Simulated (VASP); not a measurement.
Level of theory: PBE GGA, VASP's PBE PAW potentials (set 64) (plane waves; VASP 6.6.1).

VASP input:

File KPOINTS:
```
Automatic mesh
0
G
5 5 7
0 0 0
```

### POSCAR
```
SiO2
1.0
  4.2284319711   0.0000000000   0.0000000000
  0.0000000000   4.2284319711   0.0000000000
  0.0000000000   0.0000000000   2.6980873322
Si O
2 4
Cartesian
  0.0000000000   4.2284319711   0.0000000000
  2.1142159856   2.1142159856   1.3490436661
  1.2970513219   1.2970513219   2.6980873322
  3.4112673074   0.8171646637   1.3490436661
  0.8171646637   3.4112673074   1.3490436661
  2.9313806492   2.9313806492   0.0000000000
```

### INCAR
```
ALGO = Normal
EDIFF = 1E-6
EDIFFG = -0.02
ENCUT = 530
GGA = PE
IBRION = 2
ISIF = 3
ISMEAR = 0
LASPH = T
LCHARG = F
LREAL = F
LWAVE = F
NELM = 100
NSW = 60
PREC = Accurate
SIGMA = 0.05
SYSTEM = SiO2
```

POTCAR, in this order: Si O (PBE.64 set). Program: vasp_std.

Output of the run:

### OSZICAR
```
       N       E                     dE             d eps       ncg     rms          rms(c)
DAV:   1     0.169147214311E+03    0.16915E+03   -0.18457E+04   960   0.156E+03
DAV:   2    -0.436986851415E+02   -0.21285E+03   -0.20442E+03  1308   0.330E+02
DAV:   3    -0.508358596605E+02   -0.71372E+01   -0.71092E+01  1152   0.646E+01
DAV:   4    -0.508937908666E+02   -0.57931E-01   -0.57874E-01  1136   0.661E+00
DAV:   5    -0.508944367014E+02   -0.64583E-03   -0.64575E-03  1132   0.673E-01    0.170E+01
DAV:   6    -0.462692423375E+02    0.46252E+01   -0.18611E+01  1060   0.304E+01    0.756E+00
DAV:   7    -0.462962912167E+02   -0.27049E-01   -0.49999E-01  1136   0.504E+00    0.289E+00
DAV:   8    -0.463105011406E+02   -0.14210E-01   -0.18234E-02  1084   0.140E+00    0.109E+00
DAV:   9    -0.463171705783E+02   -0.66694E-02   -0.83834E-03  1100   0.989E-01    0.268E-01
DAV:  10    -0.463174066949E+02   -0.23612E-03   -0.86483E-04  1120   0.243E-01    0.507E-02
DAV:  11    -0.463173604678E+02    0.46227E-04   -0.20887E-04  1120   0.110E-01    0.762E-03
DAV:  12    -0.463173620900E+02   -0.16222E-05   -0.10433E-05  1096   0.239E-02    0.518E-03
DAV:  13    -0.463173618436E+02    0.24642E-06   -0.17764E-06   664   0.106E-02
   1 F= -.46317362E+02 E0= -.46317362E+02  d E =-.463174E+02
       N       E                     dE             d eps       ncg     rms          rms(c)
DAV:   1    -0.463181371103E+02   -0.77502E-03   -0.50565E-02  1064   0.198E+00    0.163E-01
DAV:   2    -0.463178135448E+02    0.32357E-03   -0.57396E-04  1120   0.205E-01    0.919E-02
DAV:   3    -0.463176361395E+02    0.17741E-03   -0.21950E-04  1124   0.133E-01    0.560E-03
DAV:   4    -0.463176376270E+02   -0.14874E-05   -0.16669E-05  1080   0.324E-02    0.513E-03
DAV:   5    -0.463176375277E+02    0.99316E-07   -0.28977E-07   604   0.569E-03
   2 F= -.46317638E+02 E0= -.46317638E+02  d E =-.275684E-03
       N       E                     dE             d eps       ncg     rms          rms(c)
DAV:   1    -0.463176642428E+02   -0.26616E-04   -0.14619E-03  1060   0.337E-01    0.278E-02
DAV:   2    -0.463176548069E+02    0.94359E-05   -0.16342E-05  1120   0.346E-02    0.157E-02
DAV:   3    -0.463176496037E+02    0.52032E-05   -0.61877E-06  1124   0.223E-02    0.921E-04
DAV:   4    -0.463176496750E+02   -0.71353E-07   -0.42715E-07   564   0.534E-03
   3 F= -.46317650E+02 E0= -.46317650E+02  d E =-.287831E-03
```

OUTCAR:
```
------------------------ aborting loop because EDIFF is reached ----------------------------------------
  FORCE on cell =-STRESS in cart. coord.  units (eV):
  Direction    XX          YY          ZZ          XY          YZ          ZX
  --------------------------------------------------------------------------------------
  Total        0.0238002      0.0238002      0.0012023      0.0000000      0.0000000      0.0000000
  in kB        0.7904211      0.7904211      0.0399300      0.0000000      0.0000000      0.0000000
  external PRESSURE =       0.5402574 kB  Pullay stress =       0.0000000 kB
  volume of cell :       48.24
      direct lattice vectors                 reciprocal lattice vectors
     4.231802172 -0.000000000  0.000000000     0.236305942  0.000000000  0.000000000
     0.000000000  4.231802172  0.000000000     0.000000000  0.236305942  0.000000000
     0.000000000  0.000000000  2.693901443     0.000000000  0.000000000  0.371208829
 POSITION                                       TOTAL-FORCE (eV/Angst)
 -----------------------------------------------------------------------------------
      0.00000      0.00000      0.00000        -0.000000      0.000000     -0.000000
      2.11590      2.11590      1.34695        -0.000000      0.000000     -0.000000
      1.29775      1.29775      0.00000         0.013551      0.013551     -0.000000
      3.41365      0.81816      1.34695         0.013551     -0.013551     -0.000000
      0.81816      3.41365      1.34695        -0.013551      0.013551     -0.000000
      2.93406      2.93406      0.00000        -0.013551     -0.013551      0.000000
 -----------------------------------------------------------------------------------
    total drift:                                0.000000     -0.000000      0.000000
  FREE ENERGIE OF THE ION-ELECTRON SYSTEM (eV)
  ---------------------------------------------------
  free  energy   TOTEN  =       -46.3176496750 eV

  energy  without entropy=      -46.3176496750  energy(sigma->0) =      -46.31764968

 reached required accuracy - stopping structural energy minimisation
```
(Selected blocks of OUTCAR.)

**CONTCAR**
```
SiO2
   1.00000000000000
     4.2318021722675097   -0.0000000000000000    0.0000000000000000
     0.0000000000000000    4.2318021722675097    0.0000000000000000
     0.0000000000000000    0.0000000000000000    2.6939014427625572
  Si              O
     2     4
Direct
     0.0000000000000000    0.0000000000000000    0.0000000000000000
     0.5000000000000000    0.5000000000000000    0.5000000000000000
     0.3066651105290663    0.3066651105290663    0.0000000000000000
     0.8066651105290663    0.1933348894709337    0.5000000000000000
     0.1933348894709337    0.8066651105290663    0.5000000000000000
     0.6933348894709337    0.6933348894709337    0.0000000000000000
```

### OUTCAR
```
 val. band max:        7.7497157542   @ k =   0.0000   0.0000   0.0000

 cond. band min:      12.7655293253   @ k =   0.0000   0.0000   0.0000


 Fermi energy:         7.9571704266

 k-point     1 :       0.0000    0.0000    0.0000
  band No.  band energies     occupation
      1     -14.4681      2.00000
      2     -11.0059      2.00000
      3     -11.0059      2.00000
      4     -10.8254      2.00000
      5      -2.8841      2.00000
      6       1.5124      2.00000
      7       1.5124      2.00000
      8       1.8099      2.00000
      9       2.5170      2.00000
     10       2.7981      2.00000
     11       4.7171      2.00000
     12       4.7171      2.00000
     13       5.2482      2.00000
     14       6.8974      2.00000
     15       6.8974      2.00000
     16       7.7497      2.00000
     17      12.7655      0.00000
     18      14.3318      0.00000
     19      16.0070      0.00000
     20      16.0070      0.00000

 k-point     2 :       0.2000    0.0000    0.0000
  band No.  band energies     occupation
      1     -14.2688      2.00000
      2     -11.8096      2.00000
      3     -10.9086      2.00000
      4     -10.4307      2.00000
      5      -2.6025      2.00000
      6       0.5597      2.00000
      7       1.6747      2.00000
      8       2.4398      2.00000
      9       2.6687      2.00000
     10       3.5087      2.00000
     11       4.3610      2.00000
     12       4.8004      2.00000
     13       5.3141      2.00000
     14       6.0891      2.00000
     15       6.8301      2.00000
     16       7.4525      2.00000
     17      13.3980      0.00000
     18      14.6441      0.00000
     19      16.1047      0.00000
     20      16.1256      0.00000

 k-point     3 :       0.4000    0.0000    0.0000
  band No.  band energies     occupation
      1     -13.6935      2.00000
      2     -12.8202      2.00000
      3     -10.6635      2.00000
      4     -10.4214      2.00000
      5      -1.8486      2.00000
...
```

The compound is SiO2 in the rutile structure, stishovite, a high-pressure form. This run relaxes it. Symmetry was kept, so distortions that lower it aren't found. The start is the result of an earlier pass.
